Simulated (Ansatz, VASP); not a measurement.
# Cross-check of Zr (Zirconium) between VASP and Ansatz, part 2 of 2

Wanted: the spread between two codes on one cell, functional and k mesh. The cell is taken from a series of runs on this material, whose earlier steps may have relaxed, scaled, displaced or heated it; both programs get it as it stands.

VASP 6.6.1 and Ansatz 0.2.0.

So far: The starting structure; VASP: zone-centre phonons, PBEsol, pair 1; Ansatz: zone-centre phonons, PBEsol, pair 1; Side by side.

## Step 5: VASP: zone-centre phonons, PBEsol, pair 2

Level of this step: PBEsol; plane waves and PAW (Zr_sv) (VASP).

Second derivatives magnify differences that forces hide, and they need a tight electronic threshold. The cell compared in this pair holds 45.40 Å³, against 45.46 Å³ for the pair before.

Input file INCAR:

```
SYSTEM = Zr
PREC = Accurate
ENCUT = 500
EDIFF = 1E-08
NELM = 120
ISMEAR = 1
SIGMA = 0.2
LREAL = .FALSE.
ALGO = Normal
GGA = PS
NBANDS = 18
LASPH = .TRUE.
LORBIT = 11
LWAVE = .FALSE.
LCHARG = .FALSE.
ISIF = 2
IBRION = 8
GGA_COMPAT = .FALSE.
KPAR = 2
```

Input file POSCAR:

```
Zr
1.0
    3.1381852686      0.0000000000      0.0000000000
   -1.5690926343      2.7177481644      0.0000000000
    0.0000000000      0.0000000000      5.3226067860
Zr
2
Direct
    0.3333333955      0.6666667289      0.2500000000
    0.6666667289      0.3333333955      0.7500000000
```

Input file KPOINTS:

```
Automatic mesh
0
Gamma
15 15 8
0 0 0
```

PAW data sets: Zr_sv (PBE family, release 64).

The run is started by

```
> mpirun -np 2 vasp_std
```

Numbers of over 12 decimals in the logs are rounded to 6 here.

The log of the run:

```text
[banner, memory and clock lines left out]
running    2 mpi-ranks, on    1 nodes
[...]
[... a notice as in an earlier step ...]

 LDA part: xc-table for (Slater+PW92), standard interpolation
 POSCAR, INCAR and KPOINTS ok, starting setup
[...]
entering main loop
       N       E                     dE             d eps       ncg     rms          rms(c)
DAV:   1     0.210038810545E+03    0.21004E+03   -0.13158E+04  4868   0.129E+03
DAV:   2    -0.324923869497E+01   -0.21329E+03   -0.20989E+03  5744   0.377E+02
DAV:   3    -0.185317508595E+02   -0.15283E+02   -0.15118E+02  8786   0.726E+01
DAV:   4    -0.189047727509E+02   -0.37302E+00   -0.37267E+00  5648   0.118E+01
[...]
DAV:  13    -0.181369428108E+02    0.20798E-06   -0.30122E-08  4482   0.146E-03    0.876E-04
DAV:  14    -0.181369427614E+02    0.49345E-07   -0.80107E-09  3024   0.102E-03    0.174E-04
DAV:  15    -0.181369427629E+02   -0.15116E-08   -0.87343E-10  2846   0.267E-04
   1 F= -.18136943E+02 E0= -.18137923E+02  d E =0.293942E-02
[...]
RMM:  49    -0.621427149515E+00   -0.74218E-09    0.15897E-07 43387   0.177E-04    0.654E-06
RMM:  50    -0.621427149728E+00   -0.21304E-09    0.14980E-07 43300   0.176E-04    0.687E-06
RMM:  51    -0.621427148743E+00    0.98498E-09    0.14116E-07 43180   0.174E-04    0.713E-06
 first order change of Fermi-energy   0.15297E-04
 force on displaced ion       1 direction 1 :  -0.658   0.000   0.000
 Linear response progress:
  Degree of freedom:   2/  2
       N       E                     dE             d eps       ncg     rms          rms(c)
RMM:   1    -0.806084643441E+00   -0.80608E+00    0.29447E+00  7572   0.134E+01
RMM:   2    -0.758363883771E+00    0.47721E-01   -0.25963E-01 11203   0.271E+00    0.257E-01
RMM:   3    -0.761839448195E+00   -0.34756E-02   -0.46198E-02 13455   0.963E-01    0.860E-02
RMM:   4    -0.764525293747E+00   -0.26858E-02   -0.56574E-03 15292   0.352E-01    0.306E-02
[...]
RMM:  18    -0.764631782489E+00   -0.40362E-07   -0.30798E-06 17173   0.606E-04    0.824E-05
RMM:  19    -0.764631693253E+00    0.89235E-07   -0.23786E-06 16046   0.519E-04    0.792E-05
RMM:  20    -0.764631705168E+00   -0.11914E-07   -0.22134E-06 15948   0.451E-04    0.740E-05
 first order change of Fermi-energy  -0.13254E-03
 force on displaced ion       1 direction 3 :   0.000  -0.000  -4.284
 Linear response finished
```

Parts of OUTCAR (step 5):

```text
  Total        0.0135112      0.0135112     -1.1660144      0.0000000      0.0000000      0.0000000
  in kB        0.4768629      0.4768629    -41.1530782      0.0000000      0.0000000      0.0000000
  external PRESSURE =     -13.3997841 kB  Pullay stress =       0.0000000 kB

 POSITION                                       TOTAL-FORCE (eV/Angst)
 -----------------------------------------------------------------------------------
      0.00000      1.81183      1.33065         0.000000     -0.000000      0.000000
      1.56909      0.90592      3.99196        -0.000000      0.000000      0.000000
 -----------------------------------------------------------------------------------
    total drift:                               -0.000173     -0.000300      0.000001

[... 1 part as in an earlier step ...]

[... 1 further part left out ...]
```

## Step 6: Ansatz: zone-centre phonons, PBEsol, pair 2

The same cell, functional, mesh and smearing now go to Ansatz, which takes its cutoff from its data sets.

The cell is taken from a series of runs on this material, whose earlier steps may have relaxed, scaled, displaced or heated it; both programs get it as it stands.

Input file input.yaml:

```yaml
crystal:
  lattice:
    - [3.1381852686, 0.0, 0.0]
    - [-1.5690926343, 2.7177481644, 0.0]
    - [0.0, 0.0, 5.322606786]
  atoms:
    - { symbol: Zr, position: [0.3333333126, 0.6666666874, 0.25] }
    - { symbol: Zr, position: [0.6666666874, 0.3333333126, 0.75] }
kpoints:
  mp_grid: { grid: [15, 15, 8] }
hamiltonian:
  xc: pbesol
  pseudopotentials: { kind: paw, azcp: { folder: soft_1 }, xc_functional: pbe }
scf:
  occupations: { method: methfessel_paxton, width: 0.2 }
output:
  eigenvalues: true
phonons:
  method: dfpt
```

The run is started by

```
> ansatz run input.yaml --threads 4 --pin off --max-ram 10240MiB --backend cpu --events-out ev --progress --plain --runs-dir out
```

The log of the run:

```text
[...]
Crystal: 2 atoms, lattice volume = 45.395 Å³
Basis set: ecut = 420 eV, 881 PW (Γ), exchange–correlation on 48×48×72 points (8 copies of the dense FFT grid, shifted against one another)
Bands: 16, of which v1, the nominal top of the filled ones, is band 12 counted from 1 (11 counted from 0)
Symmetry: 24 space group operations
k-points: 320 of 1800 (irreducible under 4 space group operations, time reversal used)
[...]
k-point 2: bands = [... 8 lower, 9.0248, 10.9793, 14.4011, 14.4471, 15.1397, 15.1397, 15.5652, 15.5652, ... 4 higher]
  k-point 319: bands = [... 8 lower, 11.9505, 11.9505, 13.5557, 13.5557, 14.3485, 14.3485, 16.1428, 16.1428, ... 4 higher]
[...]
ASR residual: 2.035e-5 → 0.000e0 eV/Å²; symmetrization residual: 1.137e-13 eV/Å²
  ASR residual per site (eV/Å²): 2.04e-5 2.04e-5
  Γ frequencies (cm⁻¹): 0.00 0.00 0.00 62.41 62.41 158.73
[...]
[key lines of the parts left out:]
SCF converged after 9 iterations
Free energy (F): -8257.291374 eV
Fermi energy:    14.234538 eV
```

## Step 7: Comparison

Both answers:

```
                  quantity  Ansatz   VASP  difference
optical mode 1 to 2 (cm⁻¹)    62.4   62.6     -0.34 %
     optical mode 3 (cm⁻¹)   158.7  159.8     -0.68 %
```

Modes are paired by rising frequency, not by their patterns, so a pair may set unlike modes beside each other; they are those without the splitting of longitudinal modes.

## Step 8: Results

| Quantity | Value |
| --- | --- |
| r.m.s. difference of the optical zone-centre modes, each program's sorted by frequency (zone-centre phonons, PBEsol, pair 1) | 1.7 cm⁻¹ |
| difference in optical mode 1 to 2 (zone-centre phonons, PBEsol, pair 1) | -3.0 % |
| r.m.s. difference of the optical zone-centre modes, each program's sorted by frequency (zone-centre phonons, PBEsol, pair 2) | 0.65 cm⁻¹ |
| difference in optical mode 3 (zone-centre phonons, PBEsol, pair 2) | -0.7 % |

What this shows: The r.m.s. difference of the optical zone-centre modes, each program's sorted by frequency is 1.7 cm⁻¹ (zone-centre phonons, PBEsol, pair 1). Among the rows given in per cent, the largest difference of the zone-centre phonons, PBEsol, pair 1 pair is in optical mode 1 to 2, -3.0 %. Among the rows given in per cent, the largest difference of the zone-centre phonons, PBEsol, pair 2 pair is in optical mode 3, -0.7 %. How closely two codes agree says nothing of how well the functional describes the real material.

[Lines on the potential files, build, host, timing and source positions are cut from VASP's logs without a mark.]

[Logs are printed without paths, hosts, clocks, repeated set-up lines and the standing remarks that a program may print on its own settings, such as how far it seeks lower states.]

[Hosts, paths, dates, database ids (printed as entryN), source tags and the programs' standing remarks are cut or masked in the printed files.]
